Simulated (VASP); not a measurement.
```
CELL_PARAMETERS angstrom
      7.41486     0.00000     0.00000
      0.00000     4.56280     0.00000
      0.00000     0.00000    26.89670
ATOMIC_POSITIONS crystal
  Mg 0.00000 0.00000 0.67140
  Mg 0.50000 0.50000 0.62243
  Mg 0.00000 0.50000 0.52449
  Mg 0.50000 0.00000 0.47551
  Mg 0.00000 0.00000 0.37757
  Mg 0.50000 0.50000 0.32860
  Te 0.37600 0.00000 0.67140
  Te 0.87600 0.50000 0.62243
  Te 0.37600 0.50000 0.52449
  Te 0.87600 0.00000 0.47551
  Te 0.37600 0.00000 0.37757
  Te 0.87600 0.50000 0.32860
```

Computed with PBEsol GGA, VASP's PBE PAW potentials (set 64) (plane waves; VASP). Run with PREC = Normal, EDIFF = 1E-5, 400 eV cut-off, 3×5×1 Γ-centred mesh, Gaussian smearing of 0.050 eV, potentials Mg Te.

Task: The ions are relaxed. Predict the relaxed structure.

Result: 
```
CELL_PARAMETERS angstrom
      7.41486     0.00000     0.00000
      0.00000     4.56280     0.00000
      0.00000     0.00000    26.89670
ATOMIC_POSITIONS crystal
  Mg 0.05375 0.00000 0.64444
  Mg 0.47882 0.50000 0.62727
  Mg 0.98189 0.50000 0.52114
  Mg 0.48189 0.00000 0.47886
  Mg 0.97882 0.00000 0.37273
  Mg 0.55375 0.50000 0.35556
  Te 0.38969 0.00000 0.67993
  Te 0.86445 0.50000 0.62030
  Te 0.35940 0.50000 0.52727
  Te 0.85940 0.00000 0.47273
  Te 0.36445 0.00000 0.37970
  Te 0.88969 0.50000 0.32007
```

Task: How much energy does the relaxation gain?

Result: The energy (σ→0) changes by -69.2 meV/atom, in 19 ionic steps.

The cell is a thin slab with vacuum, built from MgTe (wurtzite): (100) face.
